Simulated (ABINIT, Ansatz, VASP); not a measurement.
# Code comparison for NaCl (Fm-3m, 2 atoms in the cell)

Self-consistent single point.

```
CELL_PARAMETERS angstrom
      0.00000     2.82000     2.82000
      2.82000     0.00000     2.82000
      2.82000     2.82000     0.00000
ATOMIC_POSITIONS crystal
  Na 0.00000 0.00000 0.00000
  Cl 0.50000 0.50000 0.50000
```

All programs got the same cell, k-point mesh and kind of occupations (in Ansatz's words: kpoints.mp_grid.grid = 10 10 10; scf.occupations.method = fermi_dirac; scf.occupations.width = 0.0015 Ry); potentials, basis and cutoffs are each program's usual ones.

```json
[
 {"code": "ABINIT", "model": "PBE, PAW (JTH v2.0 PBE PAW)", "pressure (GPa)": "0.66", "gap on the mesh (eV)": "5.100", "cutoff": "30 Ha"},
 {"code": "VASP", "model": "PBE, VASP's PBE PAW potentials (set 64)", "pressure (GPa)": "–", "gap on the mesh (eV)": "5.101", "cutoff": "300 eV"},
 {"code": "Ansatz", "model": "PBE, default PAW files", "pressure (GPa)": "0.75", "gap on the mesh (eV)": "5.107", "cutoff": "default"}
]
```

A dash marks a value that a program does not give, or that is left out as unsure.

Gaps are read on the mesh.

The spread over the programs that give each value: pressure within 0.09 GPa; gap on the mesh within 0.007 eV.

The starting cell has typed, rounded lattice constants, without a prior relaxation at this level.

Question: Why do the programs differ, and what cannot be compared?

Answer: Differences of this kind can come from the potentials, where these differ, and from what each basis and cutoff leave unconverged. The valence holds different numbers of electrons (ABINIT 16, VASP 14, Ansatz (an electronic-structure program) 16). The zero of total energies and Fermi levels follows the potentials and each program's conventions, so they are not compared here. Ansatz's pressure is given at a fixed set of plane waves, as the other plane-wave codes print theirs. Ansatz's smearing width was typed in Ry to four decimals, so it matches the others to a few per cent.

VASP's run is marked for a possible Pulay error in its stress at this cutoff; no cutoff test was made.

Left out of this page: Quantum ESPRESSO, GPAW, CP2K, Elk, FLEUR and SIESTA (not drawn, or without a comparable value).

Keys are those of Ansatz 0.2.
